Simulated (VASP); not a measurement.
Input:

```
HfN
1.0
    0.00000     2.30520     2.30520
    2.30520     0.00000     2.30520
    2.30520     2.30520     0.00000
Hf N
1 1
Direct
  0.00000   0.00000   0.00000
  0.50000   0.50000   0.50000
```

Computed with PBE GGA, VASP's PBE PAW potentials (set 64) (plane waves; VASP 6.6.1). Run with 520 eV cut-off, 12×12×12 Γ-centred mesh, first-order Methfessel-Paxton smearing of 0.10 eV, potentials Hf_pv N.

Unless said otherwise, spin-orbit coupling is left out, though it shifts the bands of the heavy elements here.

Problem. What does the run give for the energy per atom (σ→0), pressure, band gap (on the k-mesh) with the smallest direct gap where there is one?

Solution. 
```json
{
  "band gap (on the k-mesh)": "none (metal, semimetal or under 0.01 eV)",
  "energy per atom (σ→0)": "-10.859 eV/atom",
  "pressure": "-12.18 GPa"
}
```

Total energies compare only between runs with the same potentials, cut-off and functional.

The compound is HfN in the rock salt structure. The cell was not relaxed at this level. The electron count is odd and the run is not spin-polarised, which forces a metal.
